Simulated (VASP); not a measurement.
YRe3:

```xyz
4
Lattice="-2.8074 2.8074 2.8074 2.8074 -2.8074 2.8074 2.8074 2.8074 -2.8074" Properties=species:S:1:pos:R:3 pbc="T T T"
Y     0.0000    0.0000    0.0000
Re    2.8074    0.0000    0.0000
Re    0.0000    2.8074    0.0000
Re    0.0000    0.0000    2.8074
```

The cell was built by a generator and needn't be a form met in nature.

* Program: VASP 6.6.1
* Task: relaxation of cell and atoms
* Functional: PBEsol
* Potentials or basis: VASP PAW PBE potentials, release 64 (Y_sv, Re)
* Cutoff: 600 eV
* k mesh: 7 × 7 × 7
* Occupations: methfessel-paxton, width 0.1 eV
* Spin: no spin polarisation

At the start: pressure -21.4 GPa; volume 22.13 Å³/atom.

**Question.** Where does the relaxation end?

**Answer.** Over 5 steps the energy falls by 276.4 meV/atom and the volume is 18.59 Å³/atom (-16.0 %); space group Im-3m (No. 229, to 0.05 Å).

Step by step:
| step | energy change (eV) | largest force (eV/Å) | pressure (GPa) | volume (Å³) |
| --- | --- | --- | --- | --- |
| 1 | 0.0000 | 0.0000 | -21.42 | 88.51 |
| 2 | 3.1636 | 0.0000 | 95.95 | 55.76 |
| 3 | -1.0988 | 0.0000 | -2.27 | 75.35 |
| 4 | -1.1051 | 0.0000 | -0.72 | 74.68 |
| 5 | -1.1058 | 0.0000 | -0.01 | 74.38 |

Final structure:
```yaml
crystal:
  lattice:
    - [-2.64928, 2.64928, 2.64928]
    - [2.64928, -2.64928, 2.64928]
    - [2.64928, 2.64928, -2.64928]
  atoms:
    - { symbol: Y, position: [0.00000, 0.00000, 0.00000] }
    - { symbol: Re, position: [0.00000, 0.50000, 0.50000] }
    - { symbol: Re, position: [0.50000, 0.00000, 0.50000] }
    - { symbol: Re, position: [0.50000, 0.50000, 0.00000] }
```

Caveat: the volume moved by over 15 % at a fixed basis, so the end points are rough; the PAW data sets were made with another functional, which shifts forces and pressure a little.
